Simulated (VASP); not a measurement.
Data:

```
CoTi
1.0
    3.04980     0.00000     0.00000
    0.00000     3.04980     0.00000
    0.00000     0.00000     3.04980
Ti Co
1 1
Direct
  0.00000   0.00000   0.00000
  0.50000   0.50000   0.50000
```
Cell charge -0.5.

Calculation: PBE GGA, VASP's PBE PAW potentials (set 64) (plane waves; VASP). Run with NELECT = 21.5, 400 eV cut-off, 11×11×11 Γ-centred mesh, Gaussian smearing of 0.050 eV, potentials Ti_sv Co.

The cell is charged, with a uniform compensating background.

Q: Give the stress tensor in GPa (positive for a compressed cell).

A: 
```
22.64   0.00   0.00
 0.00  22.64   0.00
 0.00   0.00  22.64
```
The pressure is its mean diagonal, 22.64 GPa.

The compound is TiCo in the CsCl type structure. The cell was not relaxed at this level. The run is one of a series of settings (ISMEAR = 0, NELECT = 21.5, SIGMA = 0.05 against the base run), some of them coarse on purpose. The run is not spin-polarised, so no magnetic state was tried.
